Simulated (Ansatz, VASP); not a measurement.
## KTaO3: VASP beside Ansatz

Aim: how closely do two programs agree when they are given the same cell, functional and k mesh? The cell is taken from a series of VASP runs on this material, whose earlier steps may have relaxed, scaled or displaced it; both programs get it as it stands. Other levels of theory on this material are compared in a session of their own.

Program: Ansatz 0.2.0. Level of theory: plane waves, with VASP 6.6.1 beside it; band structure at r2SCAN, band structure at LDA and band structure at LDA, spin-orbit coupling. Results are calculated unless marked as measured.

### 1. Set-up

The structure is cubic, space group Pm-3m (No. 221). The conventional cell has a = 3.988 Å, b = 3.988 Å, c = 3.988 Å, α = 90.00°, β = 90.00°, γ = 90.00°. Nearest to Ta lie 6 O at 1.99 Å. Nearest to K lie 12 O at 2.82 Å. Nearest to O lie 2 Ta at 1.99 Å and 4 K at 2.82 Å. Farther neighbours and most contacts between anions are not listed.

Coordinates:

```xyz
5
Lattice="3.9883 0.0000 0.0000 0.0000 3.9883 0.0000 0.0000 0.0000 3.9883" Properties=species:S:1:pos:R:3 pbc="T T T"
Ta    0.0000    0.0000    0.0000
K     1.9942    1.9942    1.9942
O     0.0000    0.0000    1.9942
O     0.0000    1.9942    0.0000
O     1.9942    0.0000    0.0000
```

### 2. VASP: band structure, r2SCAN

Levels along a path test the potential and the projectors away from the mesh points.

Lines of VASP's logs that name or quote its potential files are left out, and so is its time.

INCAR

```
SYSTEM = KTaO3
PREC = Accurate
ENCUT = 460
EDIFF = 1E-06
NELM = 100
ISMEAR = 0
SIGMA = 0.03
LREAL = .FALSE.
ALGO = Normal
METAGGA = R2SCAN
LASPH = .TRUE.
NBANDS = 34
LORBIT = 11
LWAVE = .FALSE.
LCHARG = .FALSE.
KPAR = 4
```

POSCAR

```
KTaO3
1.0
    3.9883000000      0.0000000000      0.0000000000
    0.0000000000      3.9883000000      0.0000000000
    0.0000000000      0.0000000000      3.9883000000
Ta K O
1 1 3
Direct
    0.0000000000      0.0000000000      0.0000000000
    0.5000000000      0.5000000000      0.5000000000
    0.0000000000      0.0000000000      0.5000000000
    0.0000000000      0.5000000000      0.0000000000
    0.5000000000      0.0000000000      0.0000000000
```

KPOINTS

```
Automatic mesh
0
Gamma
6 6 6
0 0 0
```

KPOINTS_OPT

```
Line mode
8
Line-mode
Reciprocal
  0.00000000   0.00000000   0.00000000 GAMMA
  0.00000000   0.50000000   0.00000000 X

  0.00000000   0.50000000   0.00000000 X
  0.50000000   0.50000000   0.00000000 M

  0.50000000   0.50000000   0.00000000 M
  0.00000000   0.00000000   0.00000000 GAMMA

  0.00000000   0.00000000   0.00000000 GAMMA
  0.50000000   0.50000000   0.50000000 R

  0.50000000   0.50000000   0.50000000 R
  0.00000000   0.50000000   0.00000000 X

  0.50000000   0.50000000   0.00000000 M
  0.50000000   0.50000000   0.50000000 R
```

The projector-augmented-wave data sets are Ta_pv, K_sv and O (PBE family, release 64).

Launch:

```console
$ mpirun -np 4 vasp_std
```

Numbers of over 12 decimals in the logs are rounded to 6 here.

What it wrote:

```text
[banner, memory and clock lines left out]
running    4 mpi-ranks, on    1 nodes
 distrk:  each k-point on    1 cores,    4 groups
 distr:  one band on    1 cores,    1 groups

 POSCAR found type information on POSCAR TaK O
 POSCAR found :  3 types and       5 ions
|                                                                             |
|               ----> ADVICE to this user running VASP <----                  |
|                                                                             |
|     You enforced a specific xc type in the INCAR file but a different       |
|     [... a line on the potential file left out ...]
|     I HOPE YOU KNOW WHAT YOU ARE DOING!                                     |
|                                                                             |

 LDA part: xc-table for (None), standard interpolation
 POSCAR, INCAR and KPOINTS ok, starting setup
 FFT: planning ... GRIDC
 FFT: planning ... GRID_SOFT
 FFT: planning ... GRID
 WAVECAR not read
 entering main loop
       N       E                     dE             d eps       ncg     rms          rms(c)
DAV:   1     0.241308153430E+03    0.24131E+03   -0.18904E+04  1360   0.104E+03
DAV:   2    -0.894424907788E+02   -0.33075E+03   -0.31498E+03  1592   0.339E+02
DAV:   3    -0.106655969192E+03   -0.17213E+02   -0.17047E+02  2062   0.729E+01
DAV:   4    -0.107107263410E+03   -0.45129E+00   -0.45039E+00  1850   0.776E+00
DAV:   5    -0.107110493918E+03   -0.32305E-02   -0.32300E-02  1742   0.703E-01    0.348E+01
DAV:   6    -0.868260181251E+02    0.20284E+02   -0.13666E+01  1562   0.302E+01    0.112E+01
DAV:   7    -0.871541281881E+02   -0.32811E+00   -0.17598E+00  1650   0.684E+00    0.804E+00
DAV:   8    -0.873031065318E+02   -0.14898E+00   -0.80731E-01  1442   0.570E+00    0.505E+00
DAV:   9    -0.871722984701E+02    0.13081E+00   -0.32084E-01  1424   0.330E+00    0.581E-01
DAV:  10    -0.871724934947E+02   -0.19502E-03   -0.12507E-02  1590   0.724E-01    0.323E-01
DAV:  11    -0.871723352180E+02    0.15828E-03   -0.15646E-03  1698   0.251E-01    0.492E-02
DAV:  12    -0.871723312388E+02    0.39792E-05   -0.11167E-04  1524   0.654E-02    0.464E-02
DAV:  13    -0.871723260493E+02    0.51895E-05   -0.15361E-05  1650   0.227E-02    0.147E-02
DAV:  14    -0.871723261787E+02   -0.12939E-06   -0.58778E-07  1042   0.526E-03
   1 F= -.87172326E+02 E0= -.87172326E+02  d E =-.353314E-34
 Start KPOINTS_OPT (optional k-point list driver)
k-point batch [1-20\48]
       N       E                     dE             ncg
DAV:   1    -0.177196702738E+04   -0.17245E+05     1368
DAV:   2    -0.825919965807E+04   -0.64872E+04     1592
DAV:   3    -0.860297595505E+04   -0.34378E+03     1896
DAV:   4    -0.861361249710E+04   -0.10637E+02     1842
DAV:   5    -0.861371961211E+04   -0.10712E+00     1748
DAV:   6    -0.861372169922E+04   -0.20871E-02     1750
DAV:   7    -0.861372172812E+04   -0.28899E-04     1648
DAV:   8    -0.861372172979E+04   -0.16761E-05     1172
DAV:   9    -0.861372172982E+04   -0.32345E-07     1024
[...]
k-point batch [41-48\48]
       N       E                     dE             ncg
DAV:   1     0.133681206026E+05   -0.11380E+05      544
DAV:   2     0.107323124725E+05   -0.26358E+04      618
DAV:   3     0.105954917432E+05   -0.13682E+03      824
DAV:   4     0.105923242019E+05   -0.31675E+01      688
DAV:   5     0.105922970995E+05   -0.27102E-01      704
DAV:   6     0.105922967616E+05   -0.33788E-03      686
DAV:   7     0.105922967564E+05   -0.51817E-05      682
DAV:   8     0.105922967563E+05   -0.94959E-07      492
```

From OUTCAR (step 2):

```text
ion  position               nearest neighbor table
   1  0.000  0.000  0.000-   3 1.99   4 1.99   5 1.99   3 1.99   4 1.99   5 1.99   2 3.45   2 3.45
                             2 3.45   2 3.45   2 3.45   2 3.45   2 3.45   2 3.45
   2  0.500  0.500  0.500-   3 2.82   4 2.82   5 2.82   4 2.82   5 2.82   3 2.82   5 2.82   5 2.82
                             3 2.82   4 2.82   4 2.82   3 2.82   1 3.45   1 3.45   1 3.45   1 3.45
   3  0.000  0.000  0.500-   1 1.99   1 1.99   2 2.82   2 2.82   2 2.82   2 2.82
   4  0.000  0.500  0.000-   1 1.99   1 1.99   2 2.82   2 2.82   2 2.82   2 2.82
   5  0.500  0.000  0.000-   1 1.99   1 1.99   2 2.82   2 2.82   2 2.82   2 2.82

  LATTYP: Found a simple cubic cell.
 ALAT       =     3.9883000000

 Subroutine GETGRP returns: Found 48 space group operations
 (whereof 48 operations were pure point group operations)

The static configuration has the point symmetry O_h .

 Found     20 irreducible k-points:

   k-points           NKPTS =     20   k-points in BZ     NKDIM =     20   number of bands    NBANDS=     34

   dimension x,y,z NGX =    28 NGY =   28 NGZ =   28
   dimension x,y,z NGXF=    56 NGYF=   56 NGZF=   56

   ENCUT  =  460.0 eV  33.81 Ry    5.81 a.u.   6.97  6.97  6.97*2*pi/ulx,y,z

   NELECT =      38.0000    total number of electrons

 k-points in reciprocal lattice and weights: Automatic mesh
   0.00000000  0.00000000  0.00000000       0.005
   0.16666667  0.00000000  0.00000000       0.028
   0.33333333  0.00000000  0.00000000       0.028
   0.50000000  0.00000000  0.00000000       0.014
   0.16666667  0.16666667  0.00000000       0.056
   0.33333333  0.16666667  0.00000000       0.111
   0.50000000  0.16666667  0.00000000       0.056
   0.33333333  0.33333333  0.00000000       0.056
   0.50000000  0.33333333  0.00000000       0.056
[...]
0.50000000  0.50000000  0.33333333       0.028
   0.50000000  0.50000000  0.50000000       0.005

 average (electrostatic) potential at core
       1 -46.6739       2 -36.3352       3 -75.6063       4 -75.6063       5 -75.6063

 E-fermi :   1.6721

 k-point     1 :       0.0000    0.0000    0.0000
  band No.  band energies     occupation
    ...
     15       0.3243      2.00000
     16       0.3243      2.00000
     17       0.7656      2.00000
     18       0.7656      2.00000
     19       0.7656      2.00000
     20       4.0174      0.00000
     21       4.0174      0.00000
     22       4.0175      0.00000
     23       8.4898      0.00000
     24       8.4898      0.00000
    ...

 k-point     2 :       0.1667    0.0000    0.0000
  band No.  band energies     occupation
    ...
     15      -0.0533      2.00000
     16       0.0988      2.00000
     17       0.2043      2.00000
     18       0.6516      2.00000
     19       0.6516      2.00000
     20       4.0545      0.00000
     21       4.7946      0.00000
     22       4.7947      0.00000
     23       8.4987      0.00000
     24       9.1441      0.00000
    ...

 k-point     3 :       0.3333    0.0000    0.0000
  band No.  band energies     occupation
    ...
     15      -0.6833      2.00000
     16      -0.5286      2.00000
     17      -0.0194      2.00000
     18       0.5641      2.00000
     19       0.5641      2.00000
     20       4.1308      0.00000
     21       6.1686      0.00000
     22       6.1686      0.00000
     23       8.5130      0.00000
     24      10.0161      0.00000
    ...

  Total        0.2325061      0.2325061      0.2325061     -0.0000000      0.0000000     -0.0000000
  in kB        5.8719373      5.8719373      5.8719373     -0.0000000      0.0000000     -0.0000000
  external PRESSURE =       5.8719373 kB  Pullay stress =       0.0000000 kB

  energy-cutoff  :      460.00
  volume of cell :       63.44
      direct lattice vectors                 reciprocal lattice vectors
     3.988300000  0.000000000  0.000000000     0.250733395  0.000000000  0.000000000
     0.000000000  3.988300000  0.000000000     0.000000000  0.250733395  0.000000000
     0.000000000  0.000000000  3.988300000     0.000000000  0.000000000  0.250733395

 POSITION                                       TOTAL-FORCE (eV/Angst)
 -----------------------------------------------------------------------------------
      0.00000      0.00000      0.00000         0.000000      0.000000      0.000000
      1.99415      1.99415      1.99415         0.000000      0.000000      0.000000
      0.00000      0.00000      1.99415         0.000000      0.000000      0.000000
      0.00000      1.99415      0.00000         0.000000      0.000000      0.000000
      1.99415      0.00000      0.00000         0.000000      0.000000      0.000000
 -----------------------------------------------------------------------------------
    total drift:                                0.000000      0.000000     -0.000000

  FREE ENERGIE OF THE ION-ELECTRON SYSTEM (eV)
  ---------------------------------------------------
  free  energy   TOTEN  =       -87.1723261787 eV

  energy  without entropy=      -87.1723261787  energy(sigma->0) =      -87.17232618

 total charge
# of ion       s       p       d       tot
------------------------------------------
    1        0.361   6.356   2.010   8.727
    2        1.963   5.700   0.045   7.708
    3        1.575   3.550   0.000   5.124
    4        1.575   3.550   0.000   5.124
    5        1.575   3.550   0.000   5.124
--------------------------------------------------
tot          7.048  22.705   2.055  31.808

[... 3 further parts left out ...]
```

The run ends at a pressure of 0.59 GPa.

### 3. Ansatz: band structure, r2SCAN

Ansatz runs on its default PAW (the set named soft_2) files.

The same cell, functional, mesh and smearing now go to Ansatz, which takes its cutoff from its data sets.

input.yaml

```yaml
crystal:
  lattice:
    - [3.9883, 0.0, 0.0]
    - [0.0, 3.9883, 0.0]
    - [0.0, 0.0, 3.9883]
  atoms:
    - { symbol: Ta, position: [0.0, 0.0, 0.0] }
    - { symbol: K, position: [0.5, 0.5, 0.5] }
    - { symbol: O, position: [0.0, 0.0, 0.5] }
    - { symbol: O, position: [0.0, 0.5, 0.0] }
    - { symbol: O, position: [0.5, 0.0, 0.0] }
hamiltonian:
  xc: r2scan
  pseudopotentials: { kind: paw }
kpoints:
  mp_grid: { grid: [6, 6, 6] }
  band_path:
    path:
      - [0.0, 0.0, 0.0]
      - [0.0, 0.07143, 0.0]
      - [0.0, 0.21429, 0.0]
      - [0.0, 0.28571, 0.0]
      - [0.0, 0.42857, 0.0]
      - [0.0, 0.5, 0.0]
      - [0.07143, 0.5, 0.0]
      - [0.21429, 0.5, 0.0]
      - [0.28571, 0.5, 0.0]
      - [0.42857, 0.5, 0.0]
      - [0.5, 0.5, 0.0]
      - [0.42857, 0.42857, 0.0]
      - [0.28571, 0.28571, 0.0]
      - [0.14286, 0.14286, 0.0]
      - [0.07143, 0.07143, 0.0]
      - [0.0, 0.0, 0.0]
      - [0.07143, 0.07143, 0.07143]
      - [0.21429, 0.21429, 0.21429]
      - [0.35714, 0.35714, 0.35714]
      - [0.42857, 0.42857, 0.42857]
      - [0.5, 0.5, 0.5]
      - [0.35714, 0.5, 0.35714]
      - [0.28571, 0.5, 0.28571]
      - [0.14286, 0.5, 0.14286]
      - [0.07143, 0.5, 0.07143]
      - [0.5, 0.5, 0.0]
      - [0.5, 0.5, 0.14286]
      - [0.5, 0.5, 0.21429]
      - [0.5, 0.5, 0.35714]
      - [0.5, 0.5, 0.5]
    npoints: 1
scf:
  occupations: { method: gaussian, width: 0.03 }
  n_extra_bands: 8
output:
  forces: true
  stress: true
  eigenvalues: true
```

Launch:

```console
$ ansatz run input.yaml --threads 2 --pin off --max-ram 4608MiB --backend cpu --events-out ev --progress --plain --runs-dir out
```

What it wrote:

```text
scf.n_extra_bands = 8 over 20 filled bands (N_el = 40.0): the run solves 28 bands
Engine: ansatz 0.2.0, x86_64-unknown-linux-gnu
Pseudopotentials: kind: paw
Pseudopotential: Ta, paw, valence charge 13, recommended cutoff 500 eV (meta_gga), Ta.paw.azcp
Pseudopotential: K, paw, valence charge 9, recommended cutoff 500 eV (meta_gga), K.paw.azcp
Pseudopotential: O, paw, valence charge 6, recommended cutoff 500 eV (meta_gga), O.paw.azcp
Functional definition: r2SCAN
  parameter k0 = 0.174
  parameter k1 = 0.065
  parameter a1 = 4.9479
  exchange = r2scan_x(k0 = k0, k1 = k1, a1 = a1)
  correlation = r2scan_c
Crystal: 5 atoms, lattice volume = 63.440 Å³
Basis set: ecut = 500 eV, 1575 PW (Γ), exchange–correlation on 120×120×120 points (64 copies of the dense FFT grid, shifted against one another)
Bands: 28, of which v1, the nominal top of the filled ones, is band 20 counted from 1 (19 counted from 0)
Symmetry: 48 space group operations
Space group: Pm-3m (ITA 221), of the structure as read, at distance tolerance 4.0e-5 Å
k-points: 20 of 216
Non-local potential: Ta, projectors of the file, l = 0: 3, l = 1: 2, l = 2: 2, l = 3: 1
Non-local potential: K, projectors of the file, l = 0: 3, l = 1: 2, l = 2: 2
Non-local potential: O, projectors of the file, l = 0: 2, l = 1: 2, l = 2: 1
PAW form: soft (Blöchl's): semilocal exchange-correlation on the pseudo side does not see the compensation charge
PAW frozen core: Ta, regenerated for the run's functional (the file was generated under x = pbe(κ = 0.804, μ = 0.219515), c = pbe(β = 0.066725))
PAW frozen core: K, regenerated for the run's functional (the file was generated under x = pbe(κ = 0.804, μ = 0.219515), c = pbe(β = 0.066725))
PAW frozen core: O, regenerated for the run's functional (the file was generated under x = pbe(κ = 0.804, μ = 0.219515), c = pbe(β = 0.066725))
PAW one-centre angular grid: Ta, 590 points (default); XC on 160 Gauss nodes
PAW one-centre angular grid: K, 302 points (default); XC on 160 Gauss nodes
PAW one-centre angular grid: O, 302 points (default); XC on 160 Gauss nodes
Initial density: superposition of atomic densities (neutral atoms: chi_scale 0, normalization atom), corrected by the library's trained network
Initial wavefunctions: pseudopotential atomic-orbital guess
Functional: x = r2scan, c = r2scan; τ floored in thin density (d = 2e-4 eV/Å³)
SCF iter   1: F=—  HF=-13199.317380 eV  |F-HF|=—  |Δ(HF+E_count)|=         —  Δρ=1.01e-2  dr2=7.55e-2  dr2_τ=2.49e-1  ethr=1.77e-3  ⟨swp⟩=6.2  Hψ=2774  notcnv=0  defer=1
preconditioner: auto → Resta (q_TF=auto, 2.526 Å⁻¹)  ε∞=3.7  [insulator: Δε(μ)=2.853 eV  Ē_g=15.645 eV  σ=0.030 eV  W_gap=1.00  n_scr=18 (ndim 8)  ℏωp=25.5 eV  f_vac=0.013  D(μ)=0.00/eV (n_scr^D=0)  ε∞_Penn≈3.7]
SCF iter   2: F=—  HF=-13199.385557 eV  |F-HF|=—  |Δ(HF+E_count)|=   6.82e-2  Δρ=5.19e-3  dr2=6.45e-3  dr2_τ=3.83e-3  ethr=1.89e-4  ⟨swp⟩=2.2  Hψ=1118  notcnv=0  defer=65
SCF iter   3: F=—  HF=-13199.385839 eV  |F-HF|=—  |Δ(HF+E_count)|=   2.83e-4  Δρ=2.16e-3  dr2=1.75e-3  dr2_τ=1.91e-4  ethr=1.61e-5  ⟨swp⟩=2.0  Hψ=790  notcnv=0  defer=65
SCF iter   4: F=—  HF=-13199.385796 eV  |F-HF|=—  |Δ(HF+E_count)|=   4.31e-5  Δρ=3.01e-4  dr2=3.42e-5  dr2_τ=6.09e-6  ethr=4.39e-6  ⟨swp⟩=2.9  Hψ=874  notcnv=0  defer=65
SCF iter   5: F=—  HF=-13199.385813 eV  |F-HF|=—  |Δ(HF+E_count)|=   1.68e-5  Δρ=9.12e-5  dr2=6.11e-6  dr2_τ=3.52e-7  ethr=8.55e-8  ⟨swp⟩=2.8  Hψ=939  notcnv=0  defer=65
SCF iter   6: F=-13199.385813 eV  HF=-13199.385813 eV  |F-HF|=4.27e-8  |Δ(HF+E_count)|=   5.47e-7  Δρ=1.08e-5  dr2=4.59e-8  dr2_τ=1.32e-8  ethr=2.50e-10  ⟨swp⟩=8.2  Hψ=2957  notcnv=0
SCF 1 converged in 6 iterations: F = -13199.385813 eV  dr2 = 4.59e-8
  greatest PAW one-centre occupation: 0.998 electrons in one spin orbital (limit 2), on the Ta atom at site 0 (counted from 0), in its partial waves of l = 0
NSCF: frozen V_eff on 30 k-points
SCF converged after 6 iterations
Free energy (F): -13199.385813 eV
Harris-Foulkes:  -13199.385813 eV  (|F-HF|=4.27e-8)
Internal energy: -13199.385813 eV  (E = F + TS)
E sigma→0 (E₀):  -13199.385813 eV
Fermi energy:    9.713783 eV
--- Per-component energies (eV) ---
  E_band       = -288.684421
  E_kinetic    = 1149.617064
  E_local      = -2222.561873  (includes V_loc(G=0)·N_el)
  E_nonlocal   = 168.564798
  E_hartree    = 778.241722
  E_xc         = -559.946478
  E_vxc        = -726.547425  (∫ρ·V_xc dr)
  E_paw        = -9690.918461  (= ΣΔE_a)
  E_vpaw       = -256.527598  (= ΣTr[D̂ρ^β])
  E_aug_tail   = 0.003085  (compensation charges beyond the density's cutoff)
  E_vtau       = 42.280251  (kinetic-family band-sum trace: ∫τ·v_τ [+ j·A + Jᵃ·Aᵃ] dr)
  E_ewald      = -2821.337382
  E_core_change = -1.048288  (= ΣΔE_core)
  E_smearing   = -0.000000  (= −TS)
  E_closure    = 0.000000  (closes the sum)
  Σ components = -13199.385813   (vs F -13199.385813, Δ=0.00e0)
--- Forces (eV/Å), atoms counted from 1 ---
  atom   1  Ta     0.00000000     0.00000000    -0.00000000
  atom   2  K      0.00000000    -0.00000000    -0.00000000
  atom   3  O      0.00000000     0.00000000    -0.00000000
  atom   4  O      0.00000000     0.00000000     0.00000000
  atom   5  O      0.00000000    -0.00000000     0.00000000
  max |Σ_I F_I| component: 2.78e-29 eV/Å
--- Stress (GPa, compression-positive) ---
        0.296774       0.000000       0.000000
       -0.000000       0.296774       0.000000
        0.000000       0.000000       0.296774
  P = ⅓ Tr σ = 0.2968 GPa (2.968 kbar)
--- Band table (eV; the first three rows and the last of 20) ---
  k-point 0: bands = [... 16 lower, 7.3132, 7.7606, 7.7606, 7.7606, 11.0282, 11.0282, 11.0282, 15.5750, ... 4 higher]
  k-point 1: bands = [... 16 lower, 7.0949, 7.1943, 7.6472, 7.6472, 11.0651, 11.7997, 11.7997, 15.5851, ... 4 higher]
  k-point 2: bands = [... 16 lower, 6.4660, 6.9707, 7.5598, 7.5598, 11.1411, 13.1674, 13.1674, 15.6007, ... 4 higher]
  k-point 19: bands = [... 16 lower, 4.4642, 8.3993, 8.3993, 8.3993, 15.3328, 15.3328, 15.3328, 18.0697, ... 4 higher]
```

Elapsed: 2.4 s, on 2 threads of Intel Xeon 6975P-C (Granite Rapids), shared host; peak memory 0.53 GiB; 4.1 s of CPU time.

In the SCF lines HF is the Harris–Foulkes energy and dr2 the Hartree energy of the density residual, in eV; the loop may stop once dr2 is under the threshold and the program's other checks hold. Hψ counts applications of the Hamiltonian.

### 4. Comparison

Known differences besides the potentials themselves: VASP keeps PBE cores, Ansatz makes them for the functional; the data sets hold 40 valence electrons in Ansatz (default PAW (the set named soft_2) files) and 38 in VASP; the cutoff is 500 eV in Ansatz and 460 eV in VASP. Total energies have different zeros and are not compared.

Compared:

```tsv
quantity	Ansatz	VASP	difference
pressure (GPa)	0.30	0.59	-0.29
pressure without Ansatz's Pulay correction (GPa)	0.23	0.59	-0.36
gap over the path points (eV)	2.629	2.598	+0.031
```

Levels at points of the path, from each program's valence-band top (eV; 4 filled, then empty):

```tsv
k (reciprocal lattice)	Ansatz	VASP
0.000 0.000 0.000	-1.09 -0.64 -0.64 -0.64 2.63 2.63 2.63	-1.09 -0.65 -0.65 -0.65 2.60 2.60 2.60
0.000 0.071 0.000	-1.11 -0.81 -0.67 -0.67 2.64 2.79 2.79	-1.12 -0.82 -0.69 -0.69 2.61 2.76 2.76
0.000 0.214 0.000	-1.53 -1.27 -0.78 -0.78 2.69 3.79 3.79	-1.55 -1.28 -0.80 -0.80 2.66 3.77 3.77
0.000 0.286 0.000	-1.80 -1.37 -0.82 -0.82 2.72 4.39 4.39	-1.81 -1.38 -0.84 -0.84 2.69 4.38 4.38
0.000 0.429 0.000	-2.10 -1.51 -0.86 -0.86 2.77 5.31 5.31	-2.11 -1.52 -0.88 -0.88 2.74 5.30 5.30
0.000 0.500 0.000	-2.14 -1.53 -0.87 -0.87 2.78 5.45 5.45	-2.15 -1.54 -0.89 -0.89 2.75 5.43 5.43
0.071 0.500 0.000	-1.94 -1.40 -1.00 -0.95 2.94 5.45 5.49	-1.95 -1.41 -1.01 -0.97 2.91 5.44 5.48
0.214 0.500 0.000	-1.68 -1.37 -1.36 -0.70 3.90 5.47 5.84	-1.70 -1.39 -1.38 -0.70 3.87 5.45 5.82
0.286 0.500 0.000	-1.59 -1.52 -1.43 -0.40 4.48 5.47 6.13	-1.61 -1.55 -1.45 -0.40 4.46 5.46 6.12
0.429 0.500 0.000	-1.69 -1.47 -1.45 -0.08 5.36 5.49 6.70	-1.72 -1.48 -1.47 -0.08 5.34 5.47 6.69
```

Among the levels compared at these points, filled levels agree within 47 meV and empty ones within 31 meV. Ansatz's pressure holds a Pulay correction of 0.07 GPa; VASP's holds none.

[end of part 1 of 2]

[Lines on the potential files, build, host, timing and source positions are cut from VASP's logs without a mark.]

[Logs are printed without paths, hosts, clocks, repeated set-up lines and the standing remarks that a program may print on its own settings, such as how far it seeks lower states.]

[Hosts, paths, dates, database ids (printed as entryN), source tags and the programs' standing remarks are cut or masked in the printed files.]
